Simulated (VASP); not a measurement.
Input:

```
CELL_PARAMETERS angstrom
      0.00000     3.28526     3.28526
      3.28526     0.00000     3.28526
      3.28526     3.28526     0.00000
ATOMIC_POSITIONS crystal
  Mg 0.25000 0.25000 0.25000
  Mg 0.75000 0.75000 0.75000
  Sn 0.00000 0.00000 0.00000
```

All values below come from PBE GGA with D3 dispersion (Becke-Johnson damping), VASP's PBE PAW potentials (set 64) (plane waves; VASP). Settings: 520 eV cut-off, 8×8×8 Γ-centred mesh, first-order Methfessel-Paxton smearing of 0.10 eV, potentials Mg Sn_d.

Unless said otherwise, spin-orbit coupling is left out, though it shifts the bands of the heavy elements here.

Question: What does the run give for the energy per atom (σ→0), pressure, band gap (on the k-mesh) with the smallest direct gap where there is one?

Answer: 
```
Property                                                     Value
------------------------  ----------------------------------------
band gap (on the k-mesh)  none (metal, semimetal or under 0.01 eV)
energy per atom (σ→0)                               -2.758 eV/atom
pressure                                                  3.18 GPa
```

The compound is Mg2Sn in the antifluorite structure. This cell is one point of a volume scan, at 0.94 of the reference volume.
